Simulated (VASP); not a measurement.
# Ti2RuC3 (I4/mmm) in VASP: relaxation of cell and atoms with PBE

Aim: the relaxation of cell and atoms of Ti2RuC3 with PBE.

Program: VASP 6.6.1. These are calculated values, not measurements. Logs are shortened: lines on timing, memory, paths and dates and some standing lists are left out, and cuts for length are marked.

### Step 1. The structure

Symmetry: I4/mmm, No. 139, tetragonal system. Conventional cell: a = 3.186 Å, b = 3.186 Å, c = 13.623 Å, α = 90.00°, β = 90.00°, γ = 90.00°. Around Ti (site symmetry 4mm) lie 6 C at 2.25 to 2.38 Å. Around Ru (site symmetry 4/mmm) lie 6 C at 2.18 to 2.25 Å. C (site symmetry 4mm) has 1 Ru at 2.18 Å and 5 Ti at 2.25 to 2.38 Å as nearest neighbours. C (site symmetry 4/mmm) is surrounded by 2 Ti at 2.25 Å and 4 Ru at 2.25 Å.

The cell was built by a generator and needn't be a form met in nature.

### Step 2. Relaxation of cell and atoms, PBE

INCAR

```
SYSTEM = Ti2RuC3
PREC = Normal
ENCUT = 520
EDIFF = 1E-4
ISMEAR = 0
SIGMA = 0.15
LREAL = .False.
LASPH = .True.
NELM = 60
ALGO = Fast
ISIF = 3
LWAVE = .False.
LCHARG = .False.
GGA = PE
IBRION = 2
NSW = 24
EDIFFG = -0.08
```

KPOINTS

```
Automatic mesh
0
Gamma
  7 7 7
  0 0 0
```

POSCAR

```
Ti2RuC3
1.0
   -1.5927617900      1.5927617900      6.8114893300
    1.5927617900     -1.5927617900      6.8114893300
    1.5927617900      1.5927617900     -6.8114893300
Ti Ru C
2 1 3
Direct
    0.6650000000      0.6650000000      0.0000000000
    0.3350000000      0.3350000000      0.0000000000
    0.0000000000      0.0000000000      0.0000000000
    0.8400000000      0.8400000000      0.0000000000
    0.1600000000      0.1600000000      0.0000000000
    0.5000000000      0.5000000000      0.0000000000
```

Potentials or basis: VASP PAW PBE potentials, release 64 (Ti_sv, Ru_pv, C).

The run is started by

```console
cat potpaw_PBE.64/Ti_sv/POTCAR potpaw_PBE.64/Ru_pv/POTCAR potpaw_PBE.64/C/POTCAR > POTCAR
mpirun -np 1 vasp_std > vasp.out
```

OUTCAR:

```text
SYSTEM = Ti2RuC3
   PREC = Normal
   ENCUT = 520
   EDIFF = 1E-4
   ISMEAR = 0
   LREAL = .False.
   LASPH = .True.
   NELM = 60
   ISIF = 3
   GGA = PE
   IBRION = 2
   NSW = 24
   EDIFFG = -0.08

 ion  position               nearest neighbor table
   1  0.665  0.665  0.000-   6 2.25   5 2.25   5 2.25   5 2.25   5 2.25   4 2.38
   2  0.335  0.335  0.000-   6 2.25   4 2.25   4 2.25   4 2.25   4 2.25   5 2.38
   3  0.000  0.000  0.000-   4 2.18   5 2.18   6 2.25   6 2.25   6 2.25   6 2.25
   4  0.840  0.840  0.000-   3 2.18   2 2.25   2 2.25   2 2.25   2 2.25   1 2.38
   5  0.160  0.160  0.000-   3 2.18   1 2.25   1 2.25   1 2.25   1 2.25   2 2.38
   6  0.500  0.500  0.000-   1 2.25   2 2.25   3 2.25   3 2.25   3 2.25   3 2.25

  LATTYP: Found a body centered tetragonal cell.
 ALAT       =     3.1855235800
 C/A-ratio  =     4.2765273331

  Lattice vectors:

 A1 = (  -1.5927617900,   1.5927617900,   6.8114893300)
 A2 = (   1.5927617900,  -1.5927617900,   6.8114893300)
 A3 = (   1.5927617900,   1.5927617900,  -6.8114893300)

Analysis of symmetry for initial positions (statically):
=====================================================================
 Subroutine PRICEL returns:
 Original cell was already a primitive cell.

 Routine SETGRP: Setting up the symmetry group for a
 body centered tetragonal supercell.

 Subroutine GETGRP returns: Found 16 space group operations
 (whereof 16 operations were pure point group operations)
 out of a pool of 16 trial point group operations.

The static configuration has the point symmetry D_4h.

Analysis of symmetry for dynamics (positions and initial velocities):
=====================================================================
 Subroutine PRICEL returns:
 Original cell was already a primitive cell.

 Routine SETGRP: Setting up the symmetry group for a
 body centered tetragonal supercell.

 Subroutine GETGRP returns: Found 16 space group operations
 (whereof 16 operations were pure point group operations)
 out of a pool of 16 trial point group operations.

The dynamic configuration has the point symmetry D_4h.

 Subroutine INISYM returns: Found 16 space group operations
 (whereof 16 operations are pure point group operations),
 and found     1 'primitive' translations

----------------------------------------------------------------------------------------

                                     Primitive cell

  volume of cell :      69.1200

  direct lattice vectors                    reciprocal lattice vectors
    -1.592761790  1.592761790  6.811489330     0.000000000  0.313920137  0.073405385
     1.592761790 -1.592761790  6.811489330     0.313920137  0.000000000  0.073405385
     1.592761790  1.592761790 -6.811489330     0.313920137  0.313920137  0.000000000

  length of vectors
     7.174271192  7.174271192  7.174271192     0.322388280  0.322388280  0.443950116

  position of ions in fractional coordinates (direct lattice)
     0.665000000  0.665000000  0.000000000
     0.335000000  0.335000000  0.000000000
     0.000000000  0.000000000  0.000000000
     0.840000000  0.840000000  0.000000000
     0.160000000  0.160000000  0.000000000
     0.500000000  0.500000000  0.000000000

  ion indices of the primitive-cell ions
   primitive index   ion index
                 1           1
                 2           2
                 3           3
                 4           4
                 5           5
                 6           6

----------------------------------------------------------------------------------------

 KPOINTS: Automatic mesh

Automatic generation of k-mesh.
 Grid dimensions read from file:
 generate k-points for:    7    7    7

 Generating k-lattice:

  Cartesian coordinates                     Fractional coordinates (reciprocal lattice)
     0.000000000  0.044845734  0.010486484     0.142857143  0.000000000  0.000000000
     0.044845734  0.000000000  0.010486484     0.000000000  0.142857143  0.000000000
     0.044845734  0.044845734  0.000000000     0.000000000  0.000000000  0.142857143

  Length of vectors
     0.046055469  0.046055469  0.063421445

  Shift w.r.t. Gamma in fractional coordinates (k-lattice)
     0.000000000  0.000000000  0.000000000

 Subroutine IBZKPT returns following result:
 ===========================================

 Found     40 irreducible k-points:

 Following reciprocal coordinates:
            Coordinates               Weight
  0.000000  0.000000  0.000000      1.000000
  0.142857  0.000000  0.000000      8.000000
  0.285714 -0.000000  0.000000      8.000000
  0.428571  0.000000  0.000000      8.000000
  0.142857  0.142857  0.000000      8.000000
  0.285714  0.142857  0.000000     16.000000
[... 16 lines left out ...]
 -0.142857  0.285714  0.142857      8.000000
 -0.428571  0.428571  0.142857      8.000000
 [... further k-points ...]
   k-points           NKPTS =     40   k-points in BZ     NKDIM =     40   number of bands    NBANDS=     30
   number of dos      NEDOS =    301   number of ions     NIONS =      6
   total plane-waves  NPLWV =  64000
   dimension x,y,z NGX =    40 NGY =   40 NGZ =   40
   dimension x,y,z NGXF=    80 NGYF=   80 NGZF=   80
   ions per type =               2   1   3
   NGX,Y,Z   is equivalent  to a cutoff of   9.27,  9.27,  9.27 a.u.
   NGXF,Y,Z  is equivalent  to a cutoff of  18.54, 18.54, 18.54 a.u.
 SYSTEM =  Ti2RuC3
   PREC   = normal    normal or accurate (medium, high low for compatibility)
   ISTART =      0    job   : 0-new  1-cont  2-samecut
   ICHARG =      2    charge: 1-file 2-atom 10-const
   ISPIN  =      1    spin polarized calculation?
   LNONCOLLINEAR =      F non collinear calculations
   LSORBIT =      F    spin-orbit coupling
   LASPH  =      T    aspherical Exc in radial PAW
   ENCUT  =  520.0 eV  38.22 Ry    6.18 a.u.  13.34 13.34 13.34*2*pi/ulx,y,z
   NELM   =     60;   NELMIN=  2; NELMDL= -5     # of ELM steps
   EDIFF  = 0.1E-03   stopping-criterion for ELM
   LREAL  =      F    real-space projection
   EDIFFG = -.8E-01   stopping-criterion for IOM
   NSW    =     24    number of steps for IOM
   IBRION =      2    ionic relax: 0-MD 1-quasi-New 2-CG
   NFREE  =      1    steps in history (QN), initial steepest desc. (CG)
   ISIF   =      3    stress and relaxation
   ISYM   =      2    0-nonsym 1-usesym 2-fastsym
   POTIM  = 0.5000    time-step for ionic-motion
   TEBEG  =    0.0;   TEEND  =   0.0 temperature during run
   PSTRESS=    0.0 pullay stress
   NELECT =      50.0000    total number of electrons
   NUPDOWN=      -1.0000    fix difference up-down
   EMIN   =  10.00;   EMAX   =-10.00  energy-range for DOS
   EFERMI =   0.00;   METHOD = LEGACY
   ISMEAR =     0;   SIGMA  =   0.15  broadening in eV -4-tet -1-fermi 0-gaus
   EFERMI_NEDOS =   21; number of points for ismear=-14 and -15
   IALGO  =     68    algorithm
   IMIX   =      4    mixing-type and parameters
     AMIX     =   0.40;   BMIX     =  1.00
     AMIX_MAG =   1.60;   BMIX_MAG =  1.00
  volume/ion in A,a.u.               =      11.52        77.74
  Fermi-wavevector in a.u.,A,eV,Ry     =   1.469592  2.777127 29.384531  2.159702
  Thomas-Fermi vector in A             =   2.584951
   LORBIT       =      0    0 simple, 1 ext, 2 COOP (PROOUT), +10 PAW based schemes
   GGA     = PE    functional components
   LHFCALC =     F    Hartree Fock is set to
   AEXX    =    0.0000 exact exchange contribution
   IVDW    =     0    specifies the selected vdW correction
   LEPSILON=     F    determine dielectric tensor
   LRPA    =     F    only Hartree local field effects (RPA)
 conjugate gradient relaxation of ions
 non-spin polarized calculation
 RMM-DIIS sequential band-by-band and
 Gauss-broadening in eV      SIGMA  =   0.15
  energy-cutoff  :      520.00
  volume of cell :       69.12
 maximum number of plane-waves:      1881
   NGX = 27   NGY = 27   NGZ = 27

--------------------------------------- Ionic step        1  -------------------------------------------

 number of electron      49.9999977 magnetization

 Free energy of the ion-electron system (eV)
  ---------------------------------------------------
  ext. energy  EPLUGINS =         0.00000000
  ---------------------------------------------------
  free energy    TOTEN  =       -53.14536900 eV

  energy without entropy =      -53.10334375  energy(sigma->0) =      -53.12435637

 E-fermi :   8.6658     XC(G=0): -12.3327

 val. band max:        8.6139854169   @ k =  -0.4286  -0.4286   0.4286
 cond. band min:       8.6710664999   @ k =  -0.1429  -0.1429   0.1429
 fundamental gap:      0.0570810829
 Fermi energy:         8.6657825024

 k-point     1 :       0.0000    0.0000    0.0000
  band No.  band energies     occupation
      1     -48.4747      2.00000
      2     -48.4520      2.00000
      3     -34.5975      2.00000
      4     -34.4510      2.00000
      5     -34.4510      2.00000
      6     -24.8603      2.00000
[... 781 lines left out ...]
     29      11.0748      0.00000
     30      11.5415      0.00000

 [... further k-points ...]

------------------------ aborting loop because EDIFF is reached ----------------------------------------

  FORCE on cell =-STRESS in cart. coord.  units (eV):
  Direction    XX          YY          ZZ          XY          YZ          ZX
  --------------------------------------------------------------------------------------
  -------------------------------------------------------------------------------------
  Total      -11.5788062    -11.5788062    -11.7593296      0.0000000      0.0000000      0.0000000
  in kB     -268.3926627   -268.3926627   -272.5771319      0.0000000      0.0000000      0.0000000
  external PRESSURE =    -269.7874858 kB  Pullay stress =       0.0000000 kB
[... 101 lines left out ...]
  FREE ENERGIE OF THE ION-ELECTRON SYSTEM (eV)
  ---------------------------------------------------
  free  energy   TOTEN  =       -53.9971061431 eV

  energy  without entropy=      -53.9685632824  energy(sigma->0) =      -53.98283471

[... ionic steps 4 to 10 ...]

--------------------------------------- Ionic step       11  -------------------------------------------

 number of electron      49.9999996 magnetization

------------------------ aborting loop because EDIFF is reached ----------------------------------------
[... 75 lines left out ...]
--------------------------------------- Ionic step       13  -------------------------------------------

 number of electron      49.9999991 magnetization

 Free energy of the ion-electron system (eV)
  ---------------------------------------------------
  ext. energy  EPLUGINS =         0.00000000
  ---------------------------------------------------
  free energy    TOTEN  =       -54.10571369 eV

  energy without entropy =      -54.07535544  energy(sigma->0) =      -54.09053457

 E-fermi :  10.4620     XC(G=0): -13.0783

 val. band max:       10.4568051449   @ k =  -0.2857  -0.4286   0.2857
 cond. band min:      10.4707712136   @ k =  -0.1429  -0.1429   0.1429
 fundamental gap:      0.0139660687
 Fermi energy:        10.4619838654

 k-point     1 :       0.0000    0.0000    0.0000
  band No.  band energies     occupation
      1     -46.3068      2.00000
      2     -46.2513      2.00000
      3     -33.0119      2.00000
      4     -32.8794      2.00000
      5     -32.8794      2.00000
      6     -22.7840      2.00000
[... 781 lines left out ...]
     29      13.0825      0.00000
     30      13.3875      0.00000

 [... further k-points ...]

------------------------ aborting loop because EDIFF is reached ----------------------------------------

  FORCE on cell =-STRESS in cart. coord.  units (eV):
  Direction    XX          YY          ZZ          XY          YZ          ZX
  --------------------------------------------------------------------------------------
  -------------------------------------------------------------------------------------
  Total       -0.0151503     -0.0151503      0.1439927      0.0000000      0.0000000      0.0000000
  in kB       -0.4037194     -0.4037194      3.8370662      0.0000000      0.0000000      0.0000000
  external PRESSURE =       1.0098758 kB  Pullay stress =       0.0000000 kB
[... 21 lines left out ...]
  FREE ENERGIE OF THE ION-ELECTRON SYSTEM (eV)
  ---------------------------------------------------
  free  energy   TOTEN  =       -54.1057136917 eV

  energy  without entropy=      -54.0753554405  energy(sigma->0) =      -54.09053457

 reached required accuracy - stopping structural energy minimisation
```

It took 21 min on 1 thread of AMD EPYC 7R13 (Zen 3), shared host; peak memory 0.28 GiB.

What came out:

| Item | Value |
| --- | --- |
| Free energy | -54.1057 eV |
| Relaxed volume | 10.02 Å³/atom |
| Relaxed cell | a = 6.791 Å, b = 6.791 Å, c = 6.791 Å, α = 153.99°, β = 153.99°, γ = 37.11° |
| Space group after relaxing (to 0.05 Å) | I4/mmm (No. 139) |
| Energy gained by relaxing | 160.1 meV/atom |
| Ionic steps | 13 |
| Pressure after relaxing | 0.1 GPa |
| Largest force after relaxing | 0.014 eV/Å |
| Band gap on the k mesh | none (metal or under the smearing width) |

Forces in eV/Å, atoms in the order of the input:
```
Ti   0.000  0.000 -0.014
Ti   0.000  0.000  0.014
Ru   0.000  0.000  0.000
C    0.000  0.000  0.006
C    0.000  0.000 -0.006
C    0.000  0.000  0.000
```

The path:
| step | energy change (eV) | largest force (eV/Å) | pressure (GPa) | volume (Å³) |
| --- | --- | --- | --- | --- |
| 1 | 0.0000 | 0.8260 | -26.98 | 69.12 |
| 2 | 0.5741 | 1.4656 | 60.36 | 51.47 |
| 3 | -0.8517 | 1.1149 | -0.58 | 60.61 |
| 4 | -0.8536 | 1.1215 | 0.37 | 60.35 |
| 5 | -0.8535 | 1.1288 | 1.06 | 60.18 |
| 6 | -0.9437 | 0.3703 | 1.44 | 59.93 |
| 7 | -0.9559 | 0.1562 | 1.68 | 59.80 |
| 8 | -0.9568 | 0.0439 | -2.02 | 60.68 |
| 9 | -0.9596 | 0.0908 | -0.74 | 60.28 |
| 10 | -0.9597 | 0.0980 | -0.49 | 60.21 |
| 11 | -0.9597 | 0.1065 | -0.20 | 60.19 |
| 12 | -0.9598 | 0.0849 | -0.60 | 60.21 |
| 13 | -0.9603 | 0.0141 | 0.10 | 60.12 |

Final structure:
```
Ti Ru C
1.0
    -1.52802    1.52802    6.43776
     1.52802   -1.52802    6.43776
     1.52802    1.52802   -6.43776
Ti Ru C
2 1 3
Direct
  0.66758 0.66758 0.00000
  0.33242 0.33242 0.00000
  0.00000 0.00000 0.00000
  0.83311 0.83311 0.00000
  0.16689 0.16689 0.00000
  0.50000 0.50000 0.00000
```

Levels at points of the mesh, in eV from the Fermi level:
| k point | band 23 | band 24 | band 25 | band 26 | band 27 | band 28 |
| --- | --- | --- | --- | --- | --- | --- |
| (0.00, 0.00, 0.00) | -1.36 | -0.25 | -0.25 | 0.05 | 0.27 | 0.96 |

Caveat: the k mesh is coarse (spacing up to 0.40 Å⁻¹), so the values aren't converged; the relaxation stopped at a loose force limit of 0.08 eV/Å, so its end isn't a converged minimum.
